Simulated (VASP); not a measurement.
Given:

```
CELL_PARAMETERS angstrom
      2.50524    -4.33921     0.00000
      2.50524     4.33921     0.00000
      0.00000     0.00000     5.50378
ATOMIC_POSITIONS crystal
  Si 0.00000 0.47481 0.33333
  Si 0.52519 0.52519 0.00000
  Si 0.47481 0.00000 0.66667
  O  0.25894 0.41476 0.20770
  O  0.58524 0.84418 0.87437
  O  0.74106 0.15582 0.45897
  O  0.84418 0.58524 0.12563
  O  0.41476 0.25894 0.79230
  O  0.15582 0.74106 0.54103
```

Level of theory: PBE GGA, VASP's PBE PAW potentials (set 64) (plane waves; VASP 6.6.1). Numerical set-up: 520 eV cut-off, 6×6×5 Γ-centred mesh, tetrahedra with Blöchl corrections, potentials Si O.

The cores are frozen, which limits the accuracy of field gradients.

### Question
Give the principal components of the electric field gradient (V/Å²) and the asymmetry η at each nucleus.

### Answer

```
atom    Vxx    Vyy   Vzz     η
----  -----  -----  ----  ----
Si1    -6.9   -1.7   8.6  0.61
Si2    -6.9   -1.7   8.6  0.61
Si3    -6.9   -1.7   8.6  0.61
O4    -56.0  -38.4  94.5  0.19
O5    -56.0  -38.4  94.5  0.19
O6    -56.0  -38.4  94.5  0.19
O7    -56.0  -38.4  94.5  0.19
O8    -56.0  -38.4  94.5  0.19
O9    -56.0  -38.4  94.5  0.19
```

The compound is SiO2 in the quartz structure. It was relaxed first, which changed the volume by +6 %.
